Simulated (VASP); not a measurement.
# Zr2Ni with r2SCAN + rVV10: from relaxation to properties, part 2 of 3

Aim: relax Zr2Ni, then compute properties on the relaxed cell. The start is a cell from a database of measured crystal structures.

VASP 6.6.1, plane waves and PAW; the level of theory is named at each step.

Still holding for the runs below: This run allows spin, but its moments start at zero, where symmetry between the spins tends to hold them, which is where the search above led.

So far. Step 8 (Relaxing cell and atoms (r2SCAN + rVV10)): It ends with a largest force of 0.001 eV/Å and a pressure of 0.02 GPa. Step 9 (Second relaxation): It ends with a largest force of 0.001 eV/Å and a pressure of -0.04 GPa. The volume moved by under 0.01 %: the run met its threshold at the first step.

### 10. Single point with fields (r2SCAN + rVV10)

The relaxed cell gets a fresh self-consistent run, on a basis set for its own volume, to fix the density and to check the remaining stress.

INCAR

```
SYSTEM = Zr2Ni
PREC = Accurate
ENCUT = 400
EDIFF = 1E-06
NELM = 100
ISMEAR = 1
SIGMA = 0.2
LREAL = .FALSE.
ALGO = Normal
METAGGA = R2SCAN
LUSE_VDW = .TRUE.
IVDW_NL = 2
BPARAM = 11.95
CPARAM = 0.0093
LASPH = .TRUE.
NBANDS = 45
ISPIN = 2
MAGMOM = -0 -0 -0 -0 0 0
LMAXMIX = 4
LORBIT = 11
LWAVE = .FALSE.
LCHARG = .TRUE.
ISIF = 2
LELF = .TRUE.
LVHAR = .TRUE.
```

POSCAR

```
Zr2Ni
1.0
   -3.2248219807      3.2248219807      2.6123026764
    3.2248219807     -3.2248219807      2.6123026764
    3.2248219807      3.2248219807     -2.6123026764
Zr Ni
4 2
Direct
    0.6641183882      0.1641183882      0.8282367764
    0.1641183882      0.3358816118      0.5000000000
    0.3358816118      0.8358816118      0.1717632236
    0.8358816118      0.6641183882      0.5000000000
    0.2500000000      0.2500000000      0.0000000000
    0.7500000000      0.7500000000      0.0000000000
```

KPOINTS

```
Automatic mesh
0
Gamma
7 7 7
0 0 0
```

Potentials, in the order of the species: Zr_sv and Ni (PBE family, release 64).

Started as:

```bash
> mpirun -np 8 vasp_std
```

Elapsed: 86 s, on 8 MPI ranks of Intel Xeon 6975P-C (Granite Rapids), shared host; peak memory 1.6 GiB; 11 min of CPU time.

With spin, VASP writes an ELF for each channel.

This step gave:

```
SCF cycles : 17
bands      : 48
pressure   : -0.05917 GPa
```

Valence electrons inside each PAW sphere by angular momentum. Sphere charges, by row:

| atom | s (e) | p (e) | d (e) | tot (e) |
| --- | --- | --- | --- | --- |
| Zr1 | 2.221 | 5.975 | 1.608 | 9.804 |
| Zr2 | 2.221 | 5.975 | 1.608 | 9.804 |
| Zr3 | 2.221 | 5.975 | 1.608 | 9.804 |
| Zr4 | 2.221 | 5.975 | 1.608 | 9.804 |
| Ni5 | 0.614 | 0.49 | 8.338 | 9.441 |
| Ni6 | 0.614 | 0.49 | 8.338 | 9.441 |

Electrostatic potential energy in the ab plane of the conventional cell at fractional z = 0.000, with atoms of Zr within 0.2 Å of it. With pseudopotentials it is smooth inside the atoms' cores, unlike the true potential.

Values in eV, 10 rows by 16 columns, each cell a mean:
```
  1   1  -2 -15 -37 -48 -40 -19  -4  -1  -1  -1   0   1   1   1
  1   1  -4 -32 -61 -68 -63 -39  -6   1   1  -2  -8 -13 -10  -3
 -4   0  -1 -15 -38 -49 -41 -19  -2   0  -2 -22 -48 -59 -51 -27
 -6   1   1   0  -3  -5  -4  -1   1   1  -4 -31 -59 -67 -62 -37
 -3  -3  -4  -3  -1   1   1   1   1   1  -1  -9 -25 -35 -28 -12
-11 -32 -47 -44 -25  -5   0   1   1   1   1   0   0  -1  -1  -2
-23 -55 -68 -66 -47 -12   0   1  -1  -7 -13 -11  -4   0   1  -2
-10 -33 -48 -44 -25  -5   0  -1 -15 -43 -58 -55 -34  -7   0   0
  0  -2  -5  -4  -1   1   1  -2 -22 -54 -67 -65 -45 -12   0   1
  1   1   1   0  -2  -4  -3  -3  -7 -21 -34 -31 -16  -3   1   1
```
Columns run along a (6.4 Å; values clipped at the 3rd and 97th percentile), rows up along b (6.4 Å), edges of the conventional cell, whose origin can differ from the input's. Atoms in or near the plane, at fractional coordinates: Zr at (0.66, 0.16), Zr at (0.84, 0.66), Zr at (0.34, 0.84), Zr at (0.16, 0.34).

Valence density in the ab plane of the conventional cell at fractional z = 0.000, with atoms of Zr within 0.2 Å of it. It is the smooth field of the valence electrons, not physical close to the nuclei.

Values in e/Å³, 10 rows by 16 columns, each cell a mean:
```
0.3 0.2 0.2 0.5 1.6 2.5 1.9 0.7 0.2 0.2 0.2 0.2 0.2 0.2 0.2 0.3
0.2 0.2 0.3 1.2 3.8 5.5 4.3 1.6 0.3 0.2 0.2 0.2 0.4 0.5 0.4 0.2
0.2 0.2 0.2 0.5 1.7 2.6 1.9 0.7 0.2 0.2 0.2 0.8 2.5 3.7 2.8 1.0
0.3 0.2 0.2 0.2 0.2 0.3 0.3 0.2 0.2 0.2 0.3 1.1 3.6 5.2 4.1 1.5
0.2 0.2 0.3 0.2 0.2 0.2 0.2 0.3 0.3 0.2 0.2 0.3 0.9 1.5 1.1 0.4
0.4 1.3 2.4 2.1 0.9 0.3 0.2 0.3 0.3 0.2 0.2 0.2 0.2 0.2 0.2 0.2
0.8 3.1 5.3 4.9 2.2 0.4 0.2 0.2 0.2 0.3 0.5 0.4 0.3 0.2 0.2 0.2
0.4 1.3 2.5 2.2 0.9 0.3 0.2 0.2 0.5 1.9 3.6 3.2 1.4 0.3 0.2 0.2
0.2 0.2 0.3 0.3 0.2 0.2 0.2 0.2 0.8 3.0 5.1 4.6 2.0 0.4 0.2 0.2
0.3 0.2 0.2 0.2 0.2 0.3 0.2 0.2 0.3 0.8 1.4 1.2 0.5 0.2 0.2 0.3
```
Columns run along a (6.4 Å), rows up along b (6.4 Å), edges of the conventional cell, whose origin can differ from the input's. Atoms in or near the plane, at fractional coordinates: Zr at (0.66, 0.16), Zr at (0.84, 0.66), Zr at (0.34, 0.84), Zr at (0.16, 0.34).

ELF of up spins in the ab plane of the conventional cell at fractional z = 0.000, with atoms of Zr within 0.2 Å of it. It is the smooth field of the valence electrons, not physical close to the nuclei.

Ten even steps from '_' (0.12) to '@' (0.80), each cell a mean:
```
====::__::++##++..__....____..--====
====....**@@@@@@++__--++==::..::--==
----__::%%@@@@@@##..--++--..______..
__::__::%%@@@@@@++__::--..::++++--__
__..::..==%%%%**::__......**@@@@%%==
__::==::..::::..__..::__::%%@@@@@@**
..--++==::____..::==--..::%%@@@@@@**
__::--::..::--========::__==%%@@##--
____..______--========--____::--::__
__--****==__..==========::____....__
::##@@@@@@--__--====--::....--====..
--@@@@@@@@++__::--::________::++==..
::%%@@@@@@++__....__::++++==..::--__
__==%%%%**::..::__..##@@@@%%==__..__
____::::....--==__--@@@@@@@@++__..::
--::..__..--++++..--%%@@@@@@++__::==
====--::..::----....++%%@@##::__--==
======..____..______..----..__::====
```
Columns run along a (6.4 Å), rows up along b (6.4 Å), edges of the conventional cell, whose origin can differ from the input's. Atoms in or near the plane, at fractional coordinates: Zr at (0.66, 0.16), Zr at (0.84, 0.66), Zr at (0.34, 0.84), Zr at (0.16, 0.34).

In this run the pressure is -0.06 GPa, small enough to go on; single stress components reach 0.07 GPa.

### 11. Bands along the symmetry lines (r2SCAN + rVV10)

Levels along the symmetry lines show where the bands peak and cross; KPOINTS_OPT computes them in the converged potential.

Edit INCAR of step 10 so:

```diff
@@ -15,3 +15,3 @@
 LASPH = .TRUE.
-NBANDS = 45
+NBANDS = 55
 ISPIN = 2
@@ -21,5 +21,3 @@
 LWAVE = .FALSE.
-LCHARG = .TRUE.
-ISIF = 2
-LELF = .TRUE.
-LVHAR = .TRUE.
+LCHARG = .FALSE.
+KPAR = 8
```

POSCAR is that of step 10.

KPOINTS is that of step 10.

KPOINTS_OPT

```
Line mode
16
Line-mode
Reciprocal
  0.00000000   0.00000000   0.00000000 GAMMA
  0.00000000   0.00000000   0.50000000 X

  0.00000000   0.00000000   0.50000000 X
 -0.50000000   0.50000000   0.50000000 M

 -0.50000000   0.50000000   0.50000000 M
  0.00000000   0.00000000   0.00000000 GAMMA

  0.00000000   0.00000000   0.00000000 GAMMA
  0.41404973   0.41404973  -0.41404973 Z

  0.41404973   0.41404973  -0.41404973 Z
  0.25000000   0.25000000   0.25000000 P

  0.25000000   0.25000000   0.25000000 P
  0.00000000   0.50000000   0.00000000 N

  0.00000000   0.50000000   0.00000000 N
 -0.41404973   0.58595027   0.41404973 Z1

 -0.41404973   0.58595027   0.41404973 Z1
 -0.50000000   0.50000000   0.50000000 M

  0.00000000   0.00000000   0.50000000 X
  0.25000000   0.25000000   0.25000000 P
```

Started as:

```bash
> mpirun -np 8 vasp_std
```

Elapsed: 4.7 min, on 8 MPI ranks; peak memory 5.1 GiB; 37 min of CPU time.

Numbers from this step:

| Property | Result |
| --- | --- |
| bands | 55 |
| pressure | -0.04430 GPa |

Both spin channels agree. Electronic bands along the path, in eV, zero at the Fermi level; # counts the bands kept in this run:

| point | #15 | #16 | #17 | #18 | #19 | #20 | #21 | #22 |
| --- | --- | --- | --- | --- | --- | --- | --- | --- |
| Γ | -0.93 | -0.18 | -0.18 | 0.09 | 0.14 | 0.38 | 0.38 | 0.57 |
| 0.53 of the way | -0.79 | -0.51 | -0.33 | -0.19 | 0.27 | 0.35 | 0.48 | 0.59 |
| X | -0.89 | -0.86 | -0.53 | -0.47 | 0.32 | 0.44 | 0.61 | 0.63 |
| 0.47 of the way | -0.87 | -0.82 | -0.56 | -0.18 | -0.13 | 0.62 | 0.83 | 1.03 |
| M | -0.75 | -0.75 | -0.65 | -0.37 | -0.03 | 1.02 | 1.35 | 1.43 |
| 0.47 of the way | -0.88 | -0.41 | -0.27 | -0.26 | 0.11 | 0.22 | 0.59 | 0.94 |
| Γ | -0.93 | -0.18 | -0.18 | 0.09 | 0.14 | 0.38 | 0.38 | 0.57 |
| 0.53 of the way | -1.35 | -1.12 | -0.39 | -0.39 | 0.99 | 0.99 | 1.02 | 1.39 |
| Z | -0.86 | -0.61 | -0.61 | -0.61 | 0.02 | 1.08 | 1.54 | 1.64 |
| 0.47 of the way | -1.36 | -0.56 | -0.40 | -0.37 | 0.26 | 0.93 | 0.94 | 1.21 |
| P | -0.24 | -0.24 | -0.04 | -0.04 | -0.03 | -0.03 | 0.62 | 0.62 |
| 0.53 of the way | -0.57 | -0.57 | -0.21 | -0.21 | 0.57 | 0.57 | 0.77 | 0.77 |
| N | -0.61 | -0.61 | -0.27 | -0.27 | 0.69 | 0.69 | 0.82 | 0.82 |
| 0.53 of the way | -1.20 | -0.80 | -0.35 | -0.14 | 0.08 | 0.94 | 1.29 | 1.38 |
| Z1 | -0.86 | -0.61 | -0.61 | -0.61 | 0.02 | 1.08 | 1.54 | 1.64 |
| 0.53 of the way | -0.72 | -0.72 | -0.69 | -0.44 | -0.06 | 1.03 | 1.42 | 1.54 |
| M | -0.75 | -0.75 | -0.65 | -0.37 | -0.03 | 1.02 | 1.35 | 1.43 |
| jump to X | -0.89 | -0.86 | -0.53 | -0.47 | 0.32 | 0.44 | 0.61 | 0.63 |
| 0.47 of the way | -0.72 | -0.61 | -0.44 | -0.36 | -0.04 | 0.29 | 0.84 | 0.99 |
| P | -0.24 | -0.24 | -0.04 | -0.04 | -0.03 | -0.03 | 0.62 | 0.62 |

Of the projections kept (Zr, Ni), the largest for each band there, as a share of the weight inside these atoms' spheres; weight between the spheres isn't counted:

| point | #15 | #16 | #17 | #18 | #19 | #20 | #21 | #22 |
| --- | --- | --- | --- | --- | --- | --- | --- | --- |
| Γ | Zr 0.52 | Zr 0.59 | Zr 0.59 | Ni 0.87 | Zr 0.76 | Zr 0.78 | Zr 0.78 | Ni 0.60 |
| X | Zr 0.59 | Zr 0.81 | Ni 0.57 | Ni 0.55 | Ni 0.82 | Zr 0.68 | Zr 0.84 | Zr 0.86 |
| M | Zr 0.60 | Zr 0.60 | Zr 0.84 | Zr 0.66 | Zr 0.78 | Zr 0.68 | Ni 0.85 | Zr 0.72 |
| Γ | Zr 0.52 | Zr 0.59 | Zr 0.59 | Ni 0.87 | Zr 0.76 | Zr 0.78 | Zr 0.78 | Ni 0.60 |
| Z | Zr 0.67 | Zr 0.67 | Zr 0.67 | Zr 0.54 | Zr 0.89 | Zr 0.70 | Ni 0.60 | Zr 0.79 |
| P | Zr 0.74 | Zr 0.74 | Zr 0.64 | Zr 0.64 | Zr 0.83 | Zr 0.83 | Zr 0.67 | Zr 0.67 |

There is no gap at this level.

Of the bands kept, 3 cross the Fermi level on this path.

### 12. Total and projected DOS (r2SCAN + rVV10)

Here the states are counted by energy and projected on the atoms. The mesh is finer than in the run before.

Edit INCAR of step 11 so:

```diff
@@ -5,3 +5,3 @@
 NELM = 100
-ISMEAR = 1
+ISMEAR = -5
 SIGMA = 0.2
@@ -23 +23,2 @@
 KPAR = 8
+NEDOS = 2001
```

POSCAR is that of step 11.

KPOINTS

```
Automatic mesh
0
Gamma
10 10 10
0 0 0
```

Started as:

```bash
> mpirun -np 8 vasp_std
```

Wall time 4.5 min (8 MPI ranks); peak memory 6.9 GiB.

With tetrahedra the forces and stress of a metal are not exact derivatives of the energy.

This step gave:

| Property | Result |
| --- | --- |
| irreducible k-points | 102 |
| free energy (TOTEN) | -115.4472 eV |
| Fermi energy | 9.478 eV |
| pressure | -0.06324 GPa |
| DOS at the Fermi level, one point of the energy grid | 6.228 states/eV/cell |

The density of states has structure finer than the step of the table below, so its rows give means over 0.5 eV, whole bins alone (the curve runs from -12.0 to 1.88 eV). Peaks (eV: height): total -3.27: 15.9, -2.73: 16.5, -2.59: 14.6, -2.38: 19.3; Ni d -2.73: 11.6, -2.59: 10.5, -2.38: 14.7, -1.63: 9.32; Zr d -3.27: 2.28, -0.53: 4.73, 0.57: 3.28, 1.67: 2.57; Ni p -3.27: 0.312, -2.31: 0.301, -0.60: 0.517, 0.57: 0.724; Zr p -2.73: 0.216, -2.59: 0.196, -0.25: 0.283, 0.50: 0.345.

States under -12.0 eV and over 1.9 eV are left out; both spin channels agree and are summed. The density of states by energy, zero at the Fermi level; means over each step; values in states/eV/cell:

| energy (eV) | total | Ni d | Zr d | Ni p | Zr p | Ni s | Zr s |
| --- | --- | --- | --- | --- | --- | --- | --- |
| -7.5 | 0 | 0 | 0 | 0 | 0 | 0 | 0 |
| -7.0 | 0.0336 | 1.9e-4 | 2.7e-4 | 8.8e-5 | 1.2e-4 | 0.00926 | 0.00621 |
| -6.5 | 0.305 | 0.00232 | 0.00357 | 0.00241 | 0.00368 | 0.0845 | 0.0532 |
| -6.0 | 0.545 | 0.00731 | 0.0115 | 0.00791 | 0.0118 | 0.155 | 0.0836 |
| -5.5 | 0.922 | 0.0246 | 0.0346 | 0.0175 | 0.0285 | 0.277 | 0.113 |
| -5.0 | 1.24 | 0.0475 | 0.0751 | 0.0337 | 0.0446 | 0.374 | 0.121 |
| -4.5 | 1.15 | 0.0612 | 0.108 | 0.0429 | 0.0415 | 0.322 | 0.0898 |
| -4.0 | 2.35 | 0.361 | 0.385 | 0.0872 | 0.0511 | 0.392 | 0.164 |
| -3.5 | 7.45 | 2.97 | 1.15 | 0.180 | 0.0909 | 0.300 | 0.439 |
| -3.0 | 10.0 | 6.07 | 1.22 | 0.136 | 0.109 | 0.0969 | 0.264 |
| -2.5 | 14.6 | 10.6 | 1.26 | 0.167 | 0.178 | 0.120 | 0.0878 |
| -2.0 | 9.11 | 6.32 | 0.814 | 0.208 | 0.120 | 0.107 | 0.108 |
| -1.5 | 7.04 | 3.98 | 1.11 | 0.196 | 0.110 | 0.0580 | 0.127 |
| -1.0 | 5.16 | 0.991 | 1.88 | 0.258 | 0.125 | 0.0348 | 0.0775 |
| -0.5 | 8.94 | 1.51 | 3.63 | 0.430 | 0.208 | 0.0431 | 0.0776 |
| 0.0 | 5.47 | 0.758 | 2.15 | 0.307 | 0.205 | 0.0442 | 0.0532 |
| 0.5 | 6.94 | 0.867 | 2.83 | 0.548 | 0.273 | 0.0437 | 0.0433 |
| 1.0 | 6.56 | 1.13 | 2.84 | 0.354 | 0.210 | 0.0452 | 0.0318 |
| 1.5 | 4.54 | 0.701 | 2.26 | 0.132 | 0.129 | 0.0266 | 0.0177 |

The finer mesh and the other smearing move the Fermi level by -0.01 eV from the 7×7×7 run, a small shift, which tests the Fermi level alone. Of the states within 0.3 eV of the Fermi level, the largest shares in the PAW spheres are Zr d 40 %, Ni d 14 % and Ni p 6 %. The rest lies in smaller channels or between the spheres.

### 13. Zone-centre phonons (r2SCAN + rVV10)

Zone-centre modes test whether the atoms sit at a minimum within this cell. IBRION = 6 takes the force constants from differences of forces between displaced cells, so the forces must be tight.

Edit INCAR of step 12 so:

```diff
@@ -3,5 +3,5 @@
 ENCUT = 400
-EDIFF = 1E-06
+EDIFF = 1E-08
 NELM = 100
-ISMEAR = -5
+ISMEAR = 1
 SIGMA = 0.2
@@ -15,3 +15,3 @@
 LASPH = .TRUE.
-NBANDS = 55
+NBANDS = 45
 ISPIN = 2
@@ -23,2 +23,6 @@
 KPAR = 8
-NEDOS = 2001
+IBRION = 6
+NFREE = 2
+POTIM = 0.015
+ISIF = 2
+NSW = 1
```

POSCAR is that of step 12.

KPOINTS

```
Automatic mesh
0
Gamma
8 8 8
0 0 0
```

Started as:

```bash
> mpirun -np 8 vasp_std
```

It took 32 min on 8 MPI ranks; peak memory 10 GiB.

The last energy, forces, stress and levels in OUTCAR belong to the last displaced cell, not to the cell of POSCAR.

This step gave:

```yaml
bands: 45
irreducible_k_points: 59
pressure_of_the_cell: -0.1428 GPa
largest_force_of_the_cell: 0.01399 eV/Å
```

Modes at Γ, with each element's share of the kinetic energy:

| mode | frequency (cm⁻¹) | symmetry | Zr % | Ni % |
| --- | --- | --- | --- | --- |
| 1 | -0.7 | acoustic | 75 | 25 |
| 2 | -0.2 | acoustic | 76 | 24 |
| 3 | -0.2 | acoustic | 76 | 24 |
| 4 | 125.8 | Eu | 72 | 28 |
| 5 | 125.8 | Eu | 72 | 28 |
| 6 | 136.7 | Bg | 100 | 0 |
| 7 | 138.2 | A2g | 81 | 19 |
| 8 | 150.0 | Eg | 57 | 43 |
| 9 | 150.0 | Eg | 57 | 43 |
| 10 | 151.3 | A2u | 25 | 75 |
| 11 | 154.2 | Bu | 100 | 0 |
| 12 | 168.0 | Bg | 100 | 0 |
| 13 | 177.3 | A1g | 100 | 0 |
| 14 | 199.9 | Eg | 43 | 57 |
| 15 | 199.9 | Eg | 43 | 57 |
| 16 | 203.2 | Eu | 53 | 47 |
| 17 | 203.2 | Eu | 53 | 47 |
| 18 | 214.8 | A2g | 19 | 81 |

Displacements in mode 5 (125.8 cm⁻¹), the largest set to 1:
```
Zr1 -0.90 -0.48  0.00
Zr2  0.78 -0.17  0.00
Zr3 -0.90 -0.48  0.00
Zr4  0.78 -0.17  0.00
Ni5  0.19  1.00  0.00
Ni6  0.19  1.00  0.00
```

Displacements in mode 8 (150.0 cm⁻¹), the largest set to 1:
```
Zr1  0.00  0.00  0.56
Zr2  0.00  0.00 -0.74
Zr3  0.00  0.00 -0.56
Zr4  0.00  0.00  0.74
Ni5  0.14  1.00  0.00
Ni6 -0.14 -1.00  0.00
```

The three acoustic modes lie within 0.7 cm⁻¹ of zero, and all others are real. By the characters of their eigenvectors the optical modes sort into (cm⁻¹) Raman active: Bg 137, Eg 150, Bg 168, A1g 177, Eg 200; infrared active: Eu 126, A2u 151, Eu 203; silent: A2g 138, Bu 154, A2g 215. B labels carry no number here, since it depends on the setting of the axes. With a centre of inversion no mode is active in both.

### 14. Volume scan with r2SCAN + rVV10

An equation of state needs energies on both sides of the minimum, all on one mesh and cutoff.

Edit INCAR of step 13 so:

```diff
@@ -3,3 +3,3 @@
 ENCUT = 400
-EDIFF = 1E-08
+EDIFF = 1E-06
 NELM = 100
@@ -23,6 +23,2 @@
 KPAR = 8
-IBRION = 6
-NFREE = 2
-POTIM = 0.015
 ISIF = 2
-NSW = 1
```

Edit POSCAR of step 13 so:

```diff
@@ -2,5 +2,5 @@
 1.0
-   -3.2248219807      3.2248219807      2.6123026764
-    3.2248219807     -3.2248219807      2.6123026764
-    3.2248219807      3.2248219807     -2.6123026764
+   -3.1589908154      3.1589908154      2.5589754136
+    3.1589908154     -3.1589908154      2.5589754136
+    3.1589908154      3.1589908154     -2.5589754136
 Zr Ni
```

KPOINTS

```
Automatic mesh
0
Gamma
7 7 7
0 0 0
```

Started as:

```bash
> mpirun -np 8 vasp_std
```

Wall time 2.9 min (8 MPI ranks); peak memory 4.6 GiB.

The scan keeps the cell's shape and the fractional positions fixed.

Numbers from this step:

| Quantity | Value |
| --- | --- |
| irreducible k-points | 40 |
| free energy (TOTEN) | -115.2574 eV |
| energy at zero smearing | -115.2547 eV |
| Fermi energy | 10.27 eV |
| pressure | 8.973 GPa |

Force by atom:

| atom | x (eV/Å) | y (eV/Å) | z (eV/Å) | size |
| --- | --- | --- | --- | --- |
| Zr1 | -0.092 | -0.092 | 0.000 | 0.130 |
| Zr2 | 0.092 | -0.092 | 0.000 | 0.130 |
| Zr3 | 0.092 | 0.092 | 0.000 | 0.130 |
| Zr4 | -0.092 | 0.092 | 0.000 | 0.130 |
| Ni5 | 0.000 | 0.000 | 0.000 | 0.000 |
| Ni6 | 0.000 | 0.000 | 0.000 | 0.000 |

The pressure here is 8.97 GPa.

### 15. Volume scan with r2SCAN + rVV10 (run 2)

INCAR is that of step 14.

Edit POSCAR of step 14 so:

```diff
@@ -2,5 +2,5 @@
 1.0
-   -3.1589908154      3.1589908154      2.5589754136
-    3.1589908154     -3.1589908154      2.5589754136
-    3.1589908154      3.1589908154     -2.5589754136
+   -3.1812379625      3.1812379625      2.5769969609
+    3.1812379625     -3.1812379625      2.5769969609
+    3.1812379625      3.1812379625     -2.5769969609
 Zr Ni
```

KPOINTS is that of step 14.

Started as:

```bash
> mpirun -np 8 vasp_std
```

It took 2.3 min on 8 MPI ranks; peak memory 4.7 GiB; 16 min of CPU time.

Numbers from this step:

```
free energy (TOTEN)     : -115.3613 eV
energy at zero smearing : -115.3594 eV
Fermi energy            : 10.00 eV
pressure                : 5.691 GPa
```

Force by atom:

| atom | x (eV/Å) | y (eV/Å) | z (eV/Å) | size |
| --- | --- | --- | --- | --- |
| Zr1 | -0.0576 | -0.0576 | 0.0000 | 0.0815 |
| Zr2 | 0.0576 | -0.0576 | 0.0000 | 0.0815 |
| Zr3 | 0.0576 | 0.0576 | 0.0000 | 0.0815 |
| Zr4 | -0.0576 | 0.0576 | 0.0000 | 0.0815 |
| Ni5 | 0.0000 | 0.0000 | 0.0000 | 0.0000 |
| Ni6 | 0.0000 | 0.0000 | 0.0000 | 0.0000 |

The pressure falls from 8.97 to 5.69 GPa.

The run ends at a pressure of 5.69 GPa, with forces up to 0.081 eV/Å.

### 16. Volume scan with r2SCAN + rVV10 (run 3)

INCAR is that of step 15.

Edit POSCAR of step 15 so:

```diff
@@ -2,5 +2,5 @@
 1.0
-   -3.1812379625      3.1812379625      2.5769969609
-    3.1812379625     -3.1812379625      2.5769969609
-    3.1812379625      3.1812379625     -2.5769969609
+   -3.2031782280      3.2031782280      2.5947699154
+    3.2031782280     -3.2031782280      2.5947699154
+    3.2031782280      3.2031782280     -2.5947699154
 Zr Ni
```

KPOINTS is that of step 15.

Started as:

```bash
> mpirun -np 8 vasp_std
```

Elapsed: 2.4 min, on 8 MPI ranks; peak memory 4.7 GiB; 17 min of CPU time.

The pressure falls from 5.69 to 2.68 GPa.

The run ends at a pressure of 2.68 GPa, with forces up to 0.039 eV/Å.

### 17. Volume scan with r2SCAN + rVV10 (run 4)

INCAR is that of step 16.

Edit POSCAR of step 16 so:

```diff
@@ -2,5 +2,5 @@
 1.0
-   -3.2031782280      3.2031782280      2.5947699154
-    3.2031782280     -3.2031782280      2.5947699154
-    3.2031782280      3.2031782280     -2.5947699154
+   -3.2248219807      3.2248219807      2.6123026764
+    3.2248219807     -3.2248219807      2.6123026764
+    3.2248219807      3.2248219807     -2.6123026764
 Zr Ni
```

KPOINTS is that of step 16.

Started as:

```bash
> mpirun -np 8 vasp_std
```

Elapsed: 2.6 min, on 8 MPI ranks; peak memory 4.7 GiB.

The pressure falls from 2.68 to -0.04 GPa.

The run ends at a pressure of -0.04 GPa, with forces up to 9.5e-4 eV/Å.

(Continued in part 3 of 3.)

[Lines on the potential files, build, host, timing and source positions are cut from VASP's logs without a mark.]

[Logs are printed without paths, hosts, clocks, repeated set-up lines and the standing remarks that a program may print on its own settings, such as how far it seeks lower states.]

[Hosts, paths, dates, database ids (printed as entryN), source tags and the programs' standing remarks are cut or masked in the printed files.]

[A measured line is paired with the nearest computed mode of its activity, which favours agreement.]

[In band tables of VASP the shares of atoms and orbitals are scaled to a sum of 1 inside the atoms' spheres.]
